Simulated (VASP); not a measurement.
A run of VASP 6.6.1 is set up as follows.

INCAR

```
PREC = Accurate ; ENCUT = 520
EDIFF = 1E-7 ; ISMEAR = -1
SIGMA = 0.05 ; LREAL = F
LASPH = T ; NELM = 60
ALGO = Fast ; ISIF = 2
LWAVE = F ; LCHARG = F
GGA = PE ; LOPTICS = T
NBANDS = 46 ; NEDOS = 2000
CSHIFT = 0.05 ; KPAR = 4
```

File KPOINTS:

```
regular mesh
0
Gamma
  8 6 6
```

File POSCAR:

```
HPbNO4
1.0
    4.2753100000     -0.0004000000      0.0063600000
   -2.0839900000      5.2077500000     -0.0490700000
   -2.1237700000     -1.8657400000      4.9149100000
H Pb N O
1 1 1 4
Direct
    0.9907300000      0.0333000000      0.9099400000
    0.5027400000      0.8198900000      0.1428700000
    0.0083800000      0.4740800000      0.5026500000
    0.9981600000      0.9274100000      0.0287700000
    0.1946700000      0.7343500000      0.6085200000
    0.8167300000      0.3588200000      0.2455600000
    0.0138100000      0.3312100000      0.6521700000
```

Potentials or basis: VASP PAW PBE potentials, release 64 (H, Pb_d, N, O).

Run with:

```console
$ cat potpaw_PBE.64/H/POTCAR potpaw_PBE.64/Pb_d/POTCAR potpaw_PBE.64/N/POTCAR potpaw_PBE.64/O/POTCAR > POTCAR
$ mpirun -np 4 vasp_std > vasp.out
```

Estimate the band gap on the k mesh.

2.79 eV, indirect (least direct gap 3.13 eV).

Estimate the largest force.

0.387 eV/Å.

Dielectric function (mean over the directions given):
```
energy (eV)  real part  imaginary part
       0.25       3.44            0.00
       0.93       3.50            0.01
       1.61       3.65            0.01
       2.29       3.94            0.03
       2.96       4.91            0.28
       3.64       4.00            1.33
       4.32       4.92            1.07
       4.99       7.16            4.75
       5.67      -0.64            5.10
       6.35       0.51            3.39
       7.03       0.47            2.33
       7.70       0.18            1.70
       8.38       0.46            1.12
       9.06       0.97            0.80
       9.74       1.43            0.74
      10.41       1.98            0.93
      11.09       1.54            1.80
      11.77       1.07            1.45
      12.44       1.39            1.43
      13.12       0.61            1.52
      13.80       1.07            1.39
      14.48       1.00            1.38
      15.15       1.05            2.12
      15.83       0.39            1.73
      16.51       0.18            1.18
      17.19       0.16            1.04
      17.86       0.35            0.80
      18.54       0.43            0.74
      19.22       0.71            0.91
      19.98       0.38            1.11
```

Caveat: spectra need much finer meshes, so this one isn't converged; independent-particle spectra lack excitons; spin-orbit coupling is left out, which as a rule narrows the gap of such compounds by several tenths of an eV. A k mesh can miss the band edges.
